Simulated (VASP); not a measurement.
Computed with PBE GGA, VASP's PBE PAW potentials (set 64) (plane waves; VASP).

VASP input:

### POSCAR
```
Ca
1
    0.0000000000     2.8168083771     2.8168083771
    2.8168083771     0.0000000000     2.8168083771
    2.8168083771     2.8168083771     0.0000000000
Ca
1
Direct
  0.0000000000   0.0000000000   0.0000000000
```

### KPOINTS
```
Automatic mesh
0
Gamma
11 11 11
0 0 0
```

**INCAR**
```
! general
SYSTEM = Ca
PREC   = Accurate
ENCUT  = 520   ! plane-wave cut-off (eV)
LREAL  = .FALSE.   ! projection in real space or not
LASPH  = .TRUE.   ! aspherical one-centre terms

! electronic loop
EDIFF  = 1E-7
NELM   = 100
ALGO   = Normal   ! blocked Davidson

! smearing
ISMEAR = 1
SIGMA  = 0.1

! functional
GGA    = PE

! ions
ISIF   = 2

! output
LWAVE  = .FALSE.
LCHARG = .FALSE.
```

POTCAR, in this order: Ca_sv (PBE.64 set). Program: vasp_std.

**Question.** Predict the energy per atom (σ→0), band gap (on the k-mesh).

**Answer.** 
```
Property                                                     Value
------------------------  ----------------------------------------
energy per atom (σ→0)                               -1.922 eV/atom
band gap (on the k-mesh)  none (metal, semimetal or under 0.01 eV)
```

### OSZICAR
```
...
DAV:   6    -0.192408545271E+01    0.51686E-02   -0.11729E-02  1288   0.136E+00    0.137E+00
DAV:   7    -0.192309672287E+01    0.98873E-03   -0.17185E-02  1281   0.182E+00    0.102E-01
DAV:   8    -0.192267079671E+01    0.42593E-03   -0.21493E-03  1226   0.490E-01    0.204E-02
DAV:   9    -0.192268292307E+01   -0.12126E-04   -0.11936E-04  1576   0.889E-02    0.505E-03
DAV:  10    -0.192268372414E+01   -0.80107E-06   -0.74101E-06  1495   0.304E-02    0.132E-03
DAV:  11    -0.192268305099E+01    0.67315E-06   -0.38828E-07  1614   0.721E-03    0.887E-04
DAV:  12    -0.192268304911E+01    0.18799E-08   -0.42010E-08   884   0.184E-03
   1 F= -.19226830E+01 E0= -.19223005E+01  d E =-.114759E-02
```

The compound is Ca in the fcc structure. This cell is one point of a volume scan, at 1.06 of the reference volume.
